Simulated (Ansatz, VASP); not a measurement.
# KBaH3 in two plane-wave programs, part 2 of 2

One calculation is typed for both programs; each brings its own data sets. How far apart do they land? The cell is invented: As first built, before any earlier steps moved the atoms (in the runner's words): Ba for Mg in the KMgH3 structure of space group Pm-3m. It may not be a known or stable phase. The two relaxations start from unlike cells of this crystal (the structure described is Ansatz's start), so only their ends are compared.

VASP 6.6.1 and Ansatz 0.2.0.

So far: The structure; Ansatz: relaxation of cell and atoms, r2SCAN.

### 3. VASP: relaxation of cell and atoms, r2SCAN

Level of this step: r2SCAN; plane waves and PAW (K_sv, Ba_sv, H); invented cell (VASP).

Its own start cell and the same functional, mesh and smearing now go to VASP, with its own data sets.

Lines of VASP's logs that name or quote its potential files are left out, and so is its time.

Input file INCAR:

```
SYSTEM = KBaH3
PREC = Accurate
ENCUT = 550
EDIFF = 1E-07
NELM = 120
ISMEAR = 0
SIGMA = 0.03
LREAL = .FALSE.
ALGO = Normal
METAGGA = R2SCAN
LASPH = .TRUE.
NBANDS = 17
LORBIT = 11
LWAVE = .FALSE.
LCHARG = .FALSE.
ISIF = 3
IBRION = 2
NSW = 80
EDIFFG = -0.005
GGA_COMPAT = .FALSE.
NELMIN = 4
EFERMI = MIDGAP
LMIXTAU = .TRUE.
KPAR = 2
```

Input file POSCAR:

```
KBaH3
1.0
    5.1378805798      0.0000000000      0.0000000000
    0.0000000000      5.1378805798      0.0000000000
    0.0000000000      0.0000000000      5.1378805798
K Ba H
1 1 3
Direct
    0.0000000000      0.0000000000      0.0000000000
    0.5000001132      0.5000001132      0.5000001132
    0.5000001132      0.0000000000      0.5000001132
    0.5000001132      0.5000001132      0.0000000000
    0.0000000000      0.5000001132      0.5000001132
```

Input file KPOINTS:

```
Automatic mesh
0
Gamma
6 6 6
0 0 0
```

Potentials, in the order of the species: K_sv, Ba_sv and H (PBE family, release 64).

On the command line:

```sh
$ mpirun -np 2 vasp_std
```

Numbers of over 12 decimals in the logs are rounded to 6 here.

Output:

```text
[banner, memory and clock lines left out]
running    2 mpi-ranks, on    1 nodes
 distrk:  each k-point on    1 cores,    2 groups
 distr:  one band on    1 cores,    1 groups

 POSCAR found type information on POSCAR K BaH
 POSCAR found :  3 types and       5 ions
|                                                                             |
|               ----> ADVICE to this user running VASP <----                  |
|                                                                             |
|     You enforced a specific xc type in the INCAR file but a different       |
|     [... a line on the potential file left out ...]
|     I HOPE YOU KNOW WHAT YOU ARE DOING!                                     |
|                                                                             |

 LDA part: xc-table for (None), standard interpolation
 POSCAR, INCAR and KPOINTS ok, starting setup
 FFT: planning ... GRIDC
 FFT: planning ... GRID_SOFT
 FFT: planning ... GRID
 WAVECAR not read
 entering main loop
       N       E                     dE             d eps       ncg     rms          rms(c)
DAV:   1     0.109880412045E+03    0.10988E+03   -0.98165E+03   680   0.117E+03
DAV:   2    -0.395364869007E+02   -0.14942E+03   -0.14544E+03   906   0.259E+02
DAV:   3    -0.506630231122E+02   -0.11127E+02   -0.11097E+02  1061   0.681E+01
DAV:   4    -0.512368185548E+02   -0.57380E+00   -0.57355E+00  1123   0.110E+01
DAV:   5    -0.512422112719E+02   -0.53927E-02   -0.53921E-02  1039   0.112E+00    0.713E+00
DAV:   6    -0.461013318958E+02    0.51409E+01   -0.28587E+00  1005   0.122E+01    0.358E+00
DAV:   7    -0.435934993311E+02    0.25078E+01   -0.24249E+00  1071   0.102E+01    0.933E-01
DAV:   8    -0.452402057915E+02   -0.16467E+01   -0.10198E+00   748   0.804E+00    0.771E-01
DAV:   9    -0.442599679764E+02    0.98024E+00   -0.48066E-01   696   0.534E+00    0.546E-01
DAV:  10    -0.443152766977E+02   -0.55309E-01   -0.22617E-01   708   0.399E+00    0.406E-01
DAV:  11    -0.442412018312E+02    0.74075E-01   -0.50362E-02   754   0.188E+00    0.169E-01
DAV:  12    -0.442268336262E+02    0.14368E-01   -0.23915E-02   689   0.147E+00    0.721E-02
DAV:  13    -0.442396149268E+02   -0.12781E-01   -0.17152E-02   798   0.933E-01    0.169E-01
DAV:  14    -0.442410834890E+02   -0.14686E-02   -0.44108E-03   717   0.593E-01    0.257E-02
[...]
DAV:  18    -0.442413029991E+02   -0.19691E-04   -0.33320E-05   819   0.593E-02    0.662E-03
DAV:  19    -0.442413040661E+02   -0.10670E-05   -0.42762E-06  1151   0.200E-02    0.628E-03
DAV:  20    -0.442412946388E+02    0.94273E-05   -0.11616E-05   748   0.340E-02    0.420E-03
DAV:  21    -0.442413010926E+02   -0.64538E-05   -0.18085E-05   724   0.383E-02    0.124E-03
DAV:  22    -0.442413019297E+02   -0.83716E-06   -0.46873E-07   839   0.485E-03    0.141E-03
DAV:  23    -0.442413027232E+02   -0.79350E-06   -0.31742E-07   628   0.493E-03    0.120E-03
DAV:  24    -0.442413028341E+02   -0.11093E-06   -0.66519E-07   758   0.661E-03    0.525E-04
DAV:  25    -0.442413027838E+02    0.50393E-07   -0.30168E-08   725   0.152E-03
   1 F= -.44241303E+02 E0= -.44241303E+02  d E =-.442413E+02
 curvature:   0.00 expect dE= 0.000E+00 dE for cont linesearch  0.000E+00
 trial: gam= 0.00000 g(F)=  0.000E+00 g(S)=  0.374E-03 ort = 0.000E+00 (trialstep = 0.100E+01)
 search vector abs. value=  0.374E-03
 bond charge predicted
       N       E                     dE             d eps       ncg     rms          rms(c)
DAV:   1    -0.442425269786E+02   -0.12241E-02   -0.34017E-02   722   0.154E+00    0.177E-01
DAV:   2    -0.442418282836E+02    0.69869E-03   -0.23527E-03  1020   0.383E-01    0.902E-02
DAV:   3    -0.442415435776E+02    0.28471E-03   -0.10681E-03  1070   0.273E-01    0.346E-02
DAV:   4    -0.442415839571E+02   -0.40380E-04   -0.14241E-04   720   0.116E-01    0.196E-02
DAV:   5    -0.442415716209E+02    0.12336E-04   -0.63148E-05   687   0.778E-02    0.568E-03
DAV:   6    -0.442415803233E+02   -0.87024E-05   -0.99645E-05   814   0.909E-02    0.314E-03
DAV:   7    -0.442415963191E+02   -0.15996E-04   -0.16191E-05   687   0.393E-02    0.151E-03
DAV:   8    -0.442415957370E+02    0.58207E-06   -0.17836E-06  1216   0.112E-02    0.827E-04
DAV:   9    -0.442415957803E+02   -0.43312E-07   -0.47718E-07   725   0.751E-03
   2 F= -.44241596E+02 E0= -.44241596E+02  d E =-.292997E-03
 trial-energy change:   -0.000293  1 .order   -0.000293   -0.000374   -0.000212
 step:   2.3107(harm=  2.3107)  dis= 0.00000  next Energy=   -44.241735 (dE=-0.432E-03)
 bond charge predicted
       N       E                     dE             d eps       ncg     rms          rms(c)
DAV:   1    -0.442433512484E+02   -0.17555E-02   -0.58302E-02   722   0.201E+00    0.232E-01
DAV:   2    -0.442421343224E+02    0.12169E-02   -0.40309E-03  1024   0.501E-01    0.118E-01
DAV:   3    -0.442416419768E+02    0.49235E-03   -0.18235E-03  1092   0.356E-01    0.456E-02
DAV:   4    -0.442417088749E+02   -0.66898E-04   -0.24553E-04   708   0.153E-01    0.258E-02
DAV:   5    -0.442416829336E+02    0.25941E-04   -0.12761E-04   684   0.109E-01    0.718E-03
DAV:   6    -0.442417110036E+02   -0.28070E-04   -0.17676E-04   684   0.120E-01    0.404E-03
DAV:   7    -0.442417393195E+02   -0.28316E-04   -0.25483E-05   716   0.482E-02    0.193E-03
DAV:   8    -0.442417388777E+02    0.44186E-06   -0.38117E-06  1090   0.155E-02    0.129E-03
DAV:   9    -0.442417389623E+02   -0.84603E-07   -0.75446E-07   728   0.948E-03
   3 F= -.44241739E+02 E0= -.44241739E+02  d E =-.436179E-03
 curvature:  -1.16 expect dE=-0.306E-07 dE for cont linesearch -0.306E-07
 trial: gam=-0.00834 g(F)=  0.176E-50 g(S)=  0.265E-07 ort = 0.315E-05 (trialstep = 0.126E+01)
 search vector abs. value=  0.102E-09
 reached required accuracy - stopping structural energy minimisation
```

Parts of OUTCAR (step 3):

```text
ion  position               nearest neighbor table
   1  0.000  0.000  0.000-
   2  0.500  0.500  0.500-   3 2.57   4 2.57   5 2.57   4 2.57   3 2.57   5 2.57
   3  0.500  0.000  0.500-   2 2.57   2 2.57
   4  0.500  0.500  0.000-   2 2.57   2 2.57
   5  0.000  0.500  0.500-   2 2.57   2 2.57

  LATTYP: Found a simple cubic cell.
 ALAT       =     5.1378805798

 Subroutine GETGRP returns: Found 48 space group operations
 (whereof 48 operations were pure point group operations)

The static configuration has the point symmetry O_h .

 Found     20 irreducible k-points:

   k-points           NKPTS =     20   k-points in BZ     NKDIM =     20   number of bands    NBANDS=     17

   dimension x,y,z NGX =    40 NGY =   40 NGZ =   40
   dimension x,y,z NGXF=    80 NGYF=   80 NGZF=   80

   ENCUT  =  550.0 eV  40.42 Ry    6.36 a.u.   9.82  9.82  9.82*2*pi/ulx,y,z

   NELECT =      22.0000    total number of electrons

 k-points in reciprocal lattice and weights: Automatic mesh
   0.00000000  0.00000000  0.00000000       0.005
   0.16666667  0.00000000  0.00000000       0.028
   0.33333333  0.00000000  0.00000000       0.028
   0.50000000  0.00000000  0.00000000       0.014
   0.16666667  0.16666667  0.00000000       0.056
   0.33333333  0.16666667  0.00000000       0.111
   0.50000000  0.16666667  0.00000000       0.056
   0.33333333  0.33333333  0.00000000       0.056
   0.50000000  0.33333333  0.00000000       0.056
[...]
0.50000000  0.50000000  0.33333333       0.028
   0.50000000  0.50000000  0.50000000       0.005

 average (electrostatic) potential at core
       1 -42.8252       2 -44.6003       3 -36.3409       4 -36.3409       5 -36.3409

 E-fermi :  -0.3515

 k-point     1 :       0.0000    0.0000    0.0000
  band No.  band energies     occupation
    ...
      7     -13.0865      2.00000
      8     -13.0865      2.00000
      9      -3.8316      2.00000
     10      -2.7043      2.00000
     11      -2.7043      2.00000
     12       4.2699      0.00000
     13       4.2699      0.00000
     14       4.2699      0.00000
     15       4.4874      0.00000
     16       5.0206      0.00000
    ...

 k-point     2 :       0.1667    0.0000    0.0000
  band No.  band energies     occupation
    ...
      7     -13.0853      2.00000
      8     -13.0853      2.00000
      9      -3.6760      2.00000
     10      -2.6779      2.00000
     11      -2.5483      2.00000
     12       3.6487      0.00000
     13       3.8996      0.00000
     14       3.8996      0.00000
     15       4.3569      0.00000
     16       4.6404      0.00000
    ...

 k-point     3 :       0.3333    0.0000    0.0000
  band No.  band energies     occupation
    ...
      7     -13.0830      2.00000
      8     -13.0830      2.00000
      9      -3.3865      2.00000
     10      -2.6230      2.00000
     11      -2.1553      2.00000
     12       2.9864      0.00000
     13       3.4312      0.00000
     14       3.4312      0.00000
     15       4.0557      0.00000
     16       4.5722      0.00000
    ...

  Total        0.0009564      0.0009564      0.0009564     -0.0000000     -0.0000000     -0.0000000
  in kB        0.0112120      0.0112120      0.0112120     -0.0000000     -0.0000000     -0.0000000
  external PRESSURE =       0.0112120 kB  Pullay stress =       0.0000000 kB

  energy-cutoff  :      550.00
  volume of cell :      136.66
      direct lattice vectors                 reciprocal lattice vectors
     5.150904365  0.000000000 -0.000000000     0.194140665 -0.000000000 -0.000000000
     0.000000000  5.150904365  0.000000000    -0.000000000  0.194140665 -0.000000000
     0.000000000  0.000000000  5.150904365     0.000000000 -0.000000000  0.194140665

 POSITION                                       TOTAL-FORCE (eV/Angst)
 -----------------------------------------------------------------------------------
      0.00000      0.00000      0.00000         0.000000      0.000000      0.000000
      2.57545      2.57545      2.57545        -0.000000     -0.000000      0.000000
      2.57545      0.00000      2.57545         0.000000      0.000000      0.000000
      2.57545      2.57545      0.00000         0.000000      0.000000      0.000000
      0.00000      2.57545      2.57545         0.000000      0.000000      0.000000
 -----------------------------------------------------------------------------------
    total drift:                               -0.000414     -0.000414     -0.000414

  FREE ENERGIE OF THE ION-ELECTRON SYSTEM (eV)
  ---------------------------------------------------
  free  energy   TOTEN  =       -44.2417389623 eV

  energy  without entropy=      -44.2417389623  energy(sigma->0) =      -44.24173896

 reached required accuracy - stopping structural energy minimisation

 total charge
# of ion       s       p       d       tot
------------------------------------------
    1        1.953   5.668   0.008   7.629
    2        2.030   5.643   0.243   7.916
    3        0.514   0.001   0.000   0.515
    4        0.514   0.001   0.000   0.515
    5        0.514   0.001   0.000   0.515
--------------------------------------------------
tot          5.526  11.313   0.251  17.090

[... 3 further parts left out ...]
```

CONTCAR:

```
KBaH3
   1.00000000000000
     5.1509043646700210    0.0000000000000000   -0.0000000000000000
     0.0000000000000000    5.1509043646700210    0.0000000000000000
     0.0000000000000000    0.0000000000000000    5.1509043646700210
  K               Ba              H
     1     1     3
Direct
     0.0000000000000000    0.0000000000000000    0.0000000000000000
     0.5000001132000023    0.5000001132000023    0.5000001132000023
     0.5000001132000023    0.0000000000000000    0.5000001132000023
     0.5000001132000023    0.5000001132000023    0.0000000000000000
     0.0000000000000000    0.5000001132000023    0.5000001132000023
```

Harder data sets than Ba_sv exist (the GW ones), and pressures, volumes and forces can shift noticeably with them.

### 4. Side by side

Known differences besides the potentials themselves: VASP keeps PBE cores, Ansatz makes them for the functional; the cutoff is 500 eV in Ansatz and 550 eV in VASP; Ansatz adds a Pulay correction to the stress that steers its cell, VASP none. Total energies have different zeros and are not compared.

The two programs side by side:

```tsv
quantity	Ansatz	VASP	difference
volume (Å³)	135.31	136.66	-0.99 %
edge a after relaxation, in the typed setting (Å)	5.134	5.151	-0.33 %
```

### 5. Outcome

```yaml
difference_in_volume_relaxation_of_cell_and_atoms_r2scan: -0.99 %
```

In words: The difference in volume is -0.99 % (relaxation of cell and atoms, r2SCAN), within the 1.2 % picked in this series as the mark of a large difference, as far as the stopping tolerances let one tell. How closely two codes agree says nothing of how well the functional describes the real material.

[Lines on the potential files, build, host, timing and source positions are cut from VASP's logs without a mark.]

[Logs are printed without paths, hosts, clocks, repeated set-up lines and the standing remarks that a program may print on its own settings, such as how far it seeks lower states.]

[Hosts, paths, dates, database ids (printed as entryN), source tags and the programs' standing remarks are cut or masked in the printed files.]
